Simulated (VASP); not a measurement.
OSZICAR of a VASP run on CuAs (a trial cell in the CsCl structure, space group Pm-3m):

File OSZICAR:
```
       N       E                     dE             d eps       ncg     rms          rms(c)
DAV:   1     0.710290829001E+02    0.71029E+02   -0.66061E+03   860   0.148E+03
DAV:   2    -0.541478511495E+01   -0.76444E+02   -0.71214E+02   860   0.249E+02
DAV:   3    -0.875629647054E+01   -0.33415E+01   -0.31058E+01  1064   0.632E+01
DAV:   4    -0.881140288180E+01   -0.55106E-01   -0.55021E-01   940   0.691E+00
DAV:   5    -0.881215828944E+01   -0.75541E-03   -0.75529E-03  1072   0.837E-01    0.112E+01
DAV:   6    -0.962857576322E+01   -0.81642E+00   -0.23630E+01   944   0.178E+02    0.929E+00
DAV:   7    -0.739110372969E+01    0.22375E+01   -0.64462E+00   992   0.959E+01    0.211E+00
DAV:   8    -0.736035992235E+01    0.30744E-01   -0.59943E-01  1080   0.233E+01    0.129E+00
DAV:   9    -0.734577173393E+01    0.14588E-01   -0.73542E-02  1092   0.798E+00    0.119E-01
DAV:  10    -0.734598385182E+01   -0.21212E-03   -0.17405E-03  1120   0.654E-01    0.982E-02
DAV:  11    -0.734585728524E+01    0.12657E-03   -0.70928E-04  1160   0.100E+00    0.364E-02
DAV:  12    -0.734584023878E+01    0.17046E-04   -0.77951E-05  1040   0.248E-01    0.978E-03
DAV:  13    -0.734583853081E+01    0.17080E-05   -0.60881E-06  1152   0.565E-02    0.342E-03
DAV:  14    -0.734583803450E+01    0.49632E-06   -0.72926E-07   572   0.281E-02
   1 F= -.73458380E+01 E0= -.73458380E+01  d E =0.000000E+00
```

### Question
Which electronic solver shows in the log?

### Answer
It is blocked Davidson (ALGO = Normal, or the opening steps of other solvers). The INCAR had ALGO = Normal.

### Question
Can the final energy be trusted as converged?

### Answer
The run converged. It stopped with EDIFF = 1E-6, NELM = 100 (PBE GGA, plane waves, VASP's PBE PAW potentials (set 64)).

The structure was generated: CuAs was put into the CsCl type (Pm-3m), which need not be its known phase. The cell was not relaxed at this level. The run is one of a series of settings (ISMEAR = -4, SIGMA removed against the base run), some of them coarse on purpose.
